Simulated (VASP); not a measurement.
Energy against volume of Ni (fcc). These are r2SCAN+rVV10, VASP's PBE PAW potentials (set 64) (plane waves; VASP) values and carry that method's errors.

```
V (Å³/atom)  E (eV/atom)
-----------  -----------
9.831          -11.67481
10.145         -11.69651
10.459         -11.70308
10.773         -11.69663
11.086         -11.67921
```

Task: Fit a third-order Birch-Murnaghan equation of state.

Result: 
```
Quantity                                        Result
---------------------------------------  -------------
volume per atom                          10.45 Å³/atom
bulk modulus                                   220 GPa
pressure derivative of the bulk modulus           4.30
lattice constant a                             3.471 Å
```

Measured: bulk modulus 192 GPa at 0 K (computed value off by +14.5 %), as given by Daniel Mejia-Rodriguez et al., Physical Review B (2018), arXiv:1807.09216 [0 K value with the zero-point phonon effect removed]; a 3.508 Å at 0 K (computed value off by -1.1 %), as given by Daniel Mejia-Rodriguez et al., Physical Review B (2018), arXiv:1807.09216 [static lattice: zero-point anharmonic expansion removed].

The compound is Ni in the fcc structure. It was relaxed first.
